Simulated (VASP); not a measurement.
An input for Ansatz (written as the equivalent of a VASP run, and not itself run):

Ansatz 0.2 input:
```yaml
crystal:
  lattice:
    - [0.0000000, 3.0095084, 3.0095084]
    - [3.0095084, 0.0000000, 3.0095084]
    - [3.0095084, 3.0095084, 0.0000000]
  atoms:
    - { symbol: Ca, position: [0.0000000, 0.0000000, 0.0000000] }
    - { symbol: Se, position: [0.5000000, 0.5000000, 0.5000000] }
kpoints:
  mp_grid: { grid: [8, 8, 8] }
hamiltonian:
  xc: pbe
  dispersion: d4
  pseudopotentials: { kind: paw }
scf:
  occupations: { method: gaussian, width: 0.05 }
  max_iter: 100
output: { forces: true, stress: true, eigenvalues: true }
```

Problem. Translate this input to VASP (INCAR, KPOINTS, POSCAR, choice of POTCAR).

Solution. One answer among several that fit: 
File KPOINTS:
```
Automatic
0
Gamma
 8 8 8
0 0 0
```

### POSCAR
```
CaSe
3.0095080
  0.0000000000   1.0000001283   1.0000001283
  1.0000001283   0.0000000000   1.0000001283
  1.0000001283   1.0000001283   0.0000000000
Ca Se
1 1
Direct
  0.0000000000   0.0000000000   0.0000000000
  0.5000000000   0.5000000000   0.5000000000
```

INCAR:
```
LMAXMIX=4   ! l cut-off of mixed one-centre charges
LCHARG=.False.
LWAVE=.False.
EDIFF=1E-7   ! SCF stop (eV)
SYSTEM=CaSe
ISIF=2   ! forces and stress, cell fixed
ALGO=Normal   ! blocked Davidson
IVDW=13   ! D4
PREC=Accurate
ISMEAR=0   ! Gaussian
NELM=100   ! most electronic steps
LREAL=.False.   ! projection in real space or not
LASPH=.True.   ! aspherical one-centre terms
ENCUT=520
SIGMA=0.05   ! width (eV)
GGA=PE
```

POTCAR, in this order: Ca_sv Se (PBE.64 set). Program: vasp_std.

What does not carry over: each code has its own PAW files, so the cut-off isn't converted (ENCUT is set for VASP's; basis.ecutwfc is left out, and Ansatz then takes the one that its files recommend); Ansatz stops its SCF on the density residual and VASP on the energy change (EDIFF).

The compound is CaSe in the rock salt structure. This cell is one point of a volume scan, at 1.06 of the reference volume.
